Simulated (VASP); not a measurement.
```yaml
crystal:
  lattice:
    - [-2.58388, 2.58388, 5.17586]
    - [2.58388, -2.58388, 5.17586]
    - [2.58388, 2.58388, -5.17586]
  atoms:
    - { symbol: Cu, position: [0.00000, 0.00000, 0.00000] }
    - { symbol: Cu, position: [0.75000, 0.25000, 0.50000] }
    - { symbol: Zn, position: [0.25000, 0.75000, 0.50000] }
    - { symbol: Ge, position: [0.50000, 0.50000, 0.00000] }
    - { symbol: S, position: [0.62900, 0.62800, 0.51300] }
    - { symbol: S, position: [0.11500, 0.11600, 0.48700] }
    - { symbol: S, position: [0.37200, 0.88500, 0.00100] }
    - { symbol: S, position: [0.88400, 0.37100, 0.99900] }
```

Method: PBE GGA, VASP's PBE PAW potentials (set 64) (plane waves; VASP 6.6.1). Numerical set-up: 300 eV cut-off, 5×5×5 Γ-centred mesh, Fermi-Dirac smearing of 0.050 eV, potentials Cu Zn Ge_d S.

Give the energies of bands 27 to 40 at the high-symmetry points, in eV from the valence-band maximum.

| band | Γ | X | P | N | M | S | R |
|---|---|---|---|---|---|---|---|
| 27 | -2.77 | -2.50 | -2.54 | -2.50 | -2.96 | -2.54 | -2.51 |
| 28 | -2.69 | -2.44 | -2.54 | -2.46 | -2.51 | -2.48 | -2.46 |
| 29 | -2.40 | -2.36 | -2.28 | -2.33 | -2.46 | -2.34 | -2.38 |
| 30 | -2.10 | -2.16 | -2.15 | -2.18 | -2.36 | -2.15 | -2.27 |
| 31 | -2.06 | -1.72 | -1.70 | -2.06 | -1.54 | -2.00 | -1.78 |
| 32 | -2.06 | -1.56 | -1.67 | -1.65 | -1.47 | -1.94 | -1.58 |
| 33 | -1.88 | -1.02 | -0.97 | -1.48 | -1.47 | -1.71 | -1.06 |
| 34 | -0.07 | -0.84 | -0.96 | -1.42 | -1.35 | -1.43 | -0.94 |
| 35 | -0.07 | -0.63 | -0.75 | -1.35 | -1.12 | -0.87 | -0.83 |
| 36 | 0.00 | -0.50 | -0.66 | -0.68 | -1.12 | -0.72 | -0.73 |
| 37 | 0.56 | 0.53 | 0.84 | 1.61 | 1.11 | 1.39 | 0.80 |
| 38 | 1.83 | 2.70 | 3.03 | 3.00 | 1.91 | 2.37 | 2.87 |
| 39 | 3.04 | 3.10 | 3.38 | 3.30 | 1.91 | 3.14 | 3.53 |
| 40 | 3.59 | 3.96 | 3.71 | 4.23 | 2.16 | 4.02 | 3.81 |

The gap is indirect, 0.53 eV, from the valence maximum at Γ to the conduction minimum at X.

The structure was generated: ZnCu2GeS4 was put into an ordered model structure, which need not be its known phase. The cell was not relaxed at this level.
